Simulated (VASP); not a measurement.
A convergence study with VASP on KBr (rock salt): one setting is varied, all else stays as given below, so the limit is that of these other settings.

```xyz
2
Lattice="0.0000 3.3000 3.3000 3.3000 0.0000 3.3000 3.3000 3.3000 0.0000" Properties=species:S:1:pos:R:3 pbc="T T T"
K      0.0000     0.0000     0.0000
Br     3.3000     3.3000     3.3000
```

Computed with PBE GGA, VASP's PBE PAW potentials (set 64) (plane waves; VASP). The tightest run used: 550 eV cut-off, 12×12×12 Monkhorst-Pack mesh, Gaussian smearing of 0.050 eV, potentials K_sv Br.

### Question
The settings run are 1×1×1 mesh; 2×2×2 mesh; 3×3×3 mesh; 4×4×4 mesh; 5×5×5 mesh; 6×6×6 mesh; 7×7×7 mesh; 8×8×8 mesh; 9×9×9 mesh; 10×10×10 mesh; 11×11×11 mesh; 12×12×12 mesh. From which on does the energy per atom stay within 0.001 eV/atom of the tightest run?

### Answer
From 4×4×4 mesh on: it is off by 0.0000 there and by no more than 0.001 in any finer run, while 3×3×3 mesh is off by 0.0027.
```csv
setting,E (eV/atom),pressure (GPa),irreducible k-points,difference judged (eV/atom)
1×1×1 mesh,-1.4971,12.98,1,1.6105
2×2×2 mesh,-3.1116,0.69,2,0.0040
3×3×3 mesh,-3.1048,0.79,4,0.0027
4×4×4 mesh,-3.1076,0.76,10,0.0000
5×5×5 mesh,-3.1075,0.76,10,0.0000
6×6×6 mesh,-3.1076,0.76,28,0.0000
7×7×7 mesh,-3.1076,0.76,20,0.0000
8×8×8 mesh,-3.1076,0.76,60,0.0000
9×9×9 mesh,-3.1076,0.76,35,0.0000
10×10×10 mesh,-3.1076,0.76,110,0.0000
11×11×11 mesh,-3.1076,0.76,56,0.0000
12×12×12 mesh,-3.1076,0.76,182,0.0000
```

Left out are rungs that failed or repeat a setting and relaxations that didn't move; long series are thinned to 24 rows.

The compound is KBr in the rock salt structure. The cell was not relaxed at this level.
